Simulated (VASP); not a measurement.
Output of a VASP run:

File OSZICAR:
```
...
DAV:   4    -0.134503324692E+02    0.19135E-03   -0.13189E-03  2953   0.532E-01    0.435E-02
DAV:   5    -0.134502979668E+02    0.34502E-04   -0.25234E-04  2648   0.239E-01    0.751E-03
DAV:   6    -0.134502979232E+02    0.43538E-07   -0.71058E-06  3028   0.481E-02
   3 F= -.13450298E+02 E0= -.13451036E+02  d E =-.939201E-01
       N       E                     dE             d eps       ncg     rms          rms(c)
DAV:   1    -0.134512723776E+02   -0.97441E-03   -0.30262E-02  2439   0.295E+00    0.223E-01
DAV:   2    -0.134503631358E+02    0.90924E-03   -0.25790E-03  2616   0.790E-01    0.648E-02
DAV:   3    -0.134502765816E+02    0.86554E-04   -0.41120E-04  2665   0.292E-01    0.291E-02
DAV:   4    -0.134502738859E+02    0.26957E-05   -0.19103E-05  2942   0.646E-02    0.529E-03
DAV:   5    -0.134502733623E+02    0.52355E-06   -0.34311E-06  1874   0.287E-02
   4 F= -.13450273E+02 E0= -.13451012E+02  d E =-.938955E-01
       N       E                     dE             d eps       ncg     rms          rms(c)
DAV:   1    -0.134559140901E+02   -0.56402E-02   -0.67940E-01  2249   0.194E+01    0.535E-01
DAV:   2    -0.134549335239E+02    0.98057E-03   -0.53932E-02  2985   0.413E+00    0.340E-01
DAV:   3    -0.134521304798E+02    0.28030E-02   -0.90709E-03  3618   0.141E+00    0.454E-02
DAV:   4    -0.134520977223E+02    0.32758E-04   -0.43671E-04  2917   0.341E-01    0.263E-02
DAV:   5    -0.134520891359E+02    0.85864E-05   -0.16702E-05  3007   0.798E-02    0.855E-03
DAV:   6    -0.134520883754E+02    0.76046E-06   -0.16119E-06  1249   0.222E-02
   5 F= -.13452088E+02 E0= -.13452638E+02  d E =-.181501E-02
       N       E                     dE             d eps       ncg     rms          rms(c)
DAV:   1    -0.134537072914E+02   -0.16182E-02   -0.23816E-01  2270   0.115E+01    0.316E-01
DAV:   2    -0.134533976026E+02    0.30969E-03   -0.18930E-02  2964   0.244E+00    0.201E-01
DAV:   3    -0.134524326812E+02    0.96492E-03   -0.31543E-03  3626   0.832E-01    0.273E-02
DAV:   4    -0.134524202570E+02    0.12424E-04   -0.15492E-04  2917   0.206E-01    0.157E-02
DAV:   5    -0.134524172189E+02    0.30381E-05   -0.53970E-06  2270   0.473E-02    0.528E-03
DAV:   6    -0.134524169486E+02    0.27024E-06   -0.70597E-07  1072   0.166E-02
   6 F= -.13452417E+02 E0= -.13452808E+02  d E =-.214359E-02
       N       E                     dE             d eps       ncg     rms          rms(c)
DAV:   1    -0.134524440770E+02   -0.26858E-04   -0.43102E-03  2263   0.155E+00    0.422E-02
DAV:   2    -0.134524392757E+02    0.48013E-05   -0.34337E-04  2978   0.330E-01    0.269E-02
DAV:   3    -0.134524221535E+02    0.17122E-04   -0.56486E-05  3610   0.111E-01    0.369E-03
DAV:   4    -0.134524218846E+02    0.26886E-06   -0.24183E-06  1317   0.277E-02
   7 F= -.13452422E+02 E0= -.13452791E+02  d E =-.214852E-02
       N       E                     dE             d eps       ncg     rms          rms(c)
DAV:   1    -0.134537723069E+02   -0.13502E-02   -0.40251E-02  2439   0.342E+00    0.257E-01
DAV:   2    -0.134525646547E+02    0.12077E-02   -0.34099E-03  2608   0.910E-01    0.751E-02
DAV:   3    -0.134524486800E+02    0.11597E-03   -0.54261E-04  2635   0.335E-01    0.338E-02
DAV:   4    -0.134524448647E+02    0.38153E-05   -0.26257E-05  2945   0.747E-02    0.612E-03
DAV:   5    -0.134524441643E+02    0.70045E-06   -0.46083E-06  2126   0.329E-02
   8 F= -.13452444E+02 E0= -.13452800E+02  d E =-.222796E-04
```

File OUTCAR:
```
------------------------ aborting loop because EDIFF is reached ----------------------------------------
  FORCE on cell =-STRESS in cart. coord.  units (eV):
  Direction    XX          YY          ZZ          XY          YZ          ZX
  --------------------------------------------------------------------------------------
  Total        0.0098640      0.0098640      0.0132354      0.0000000     -0.0000000     -0.0000000
  in kB        0.3511593      0.3511593      0.4711836      0.0000000     -0.0000000     -0.0000000
  external PRESSURE =       0.3911674 kB  Pullay stress =       0.0000000 kB
  volume of cell :       45.00
      direct lattice vectors                 reciprocal lattice vectors
     1.613845288 -2.795261954 -0.000000000     0.309819041 -0.178874112  0.000000000
     1.613845288  2.795261954  0.000000000     0.309819041  0.178874112 -0.000000000
    -0.000000000  0.000000000  4.988198430     0.000000000 -0.000000000  0.200473180
 POSITION                                       TOTAL-FORCE (eV/Angst)
 -----------------------------------------------------------------------------------
      1.61385      0.93176      1.24705         0.000000     -0.000000     -0.000000
      1.61385     -0.93176      3.74115        -0.000000      0.000000      0.000000
 -----------------------------------------------------------------------------------
    total drift:                               -0.000000      0.000668     -0.000015
  FREE ENERGIE OF THE ION-ELECTRON SYSTEM (eV)
  ---------------------------------------------------
  free  energy   TOTEN  =       -13.4524441643 eV

  energy  without entropy=      -13.4535129193  energy(sigma->0) =      -13.45280042

 reached required accuracy - stopping structural energy minimisation
```
(Selected blocks of OUTCAR.)

POSCAR:
```
Sc
1
    1.6550000000    -2.8665440000     0.0000000000
    1.6550000000     2.8665440000     0.0000000000
    0.0000000000     0.0000000000     5.2700000000
Sc
2
Direct
  0.3333330000   0.6666670000   0.2500000000
  0.6666670000   0.3333330000   0.7500000000
```

**Question.** Reconstruct the remaining input files.

**Answer.** This is not unique; one that fits is the input of the run itself, LDA (Ceperley-Alder, Perdew-Zunger), plane waves, VASP's LDA PAW potentials (set 64).

File KPOINTS:
```
Automatic mesh
0
Gamma
11 11 6
0 0 0
```

**INCAR**
```
! general
SYSTEM  = Sc
PREC    = Accurate
ENCUT   = 520
LREAL   = .False.
LASPH   = .True.   ! aspherical one-centre terms

! electronic loop
EDIFF   = 1E-6
NELM    = 100
ALGO    = Normal   ! blocked Davidson
LMAXMIX = 4

! smearing
ISMEAR  = 1   ! Methfessel-Paxton
SIGMA   = 0.1   ! width (eV)

! ions
IBRION  = 2   ! conjugate gradients
NSW     = 60
ISIF    = 3   ! ions, shape and volume
EDIFFG  = -0.01   ! ionic stop

! output
LWAVE   = .False.
LCHARG  = .False.
```

POTCAR, in this order: Sc_sv (LDA.64 set). Program: vasp_std.

Energy and stress use the plane-wave basis of the starting cell.

The compound is Sc in the hcp structure. This run relaxes it. Symmetry was kept, so distortions that lower it aren't found.
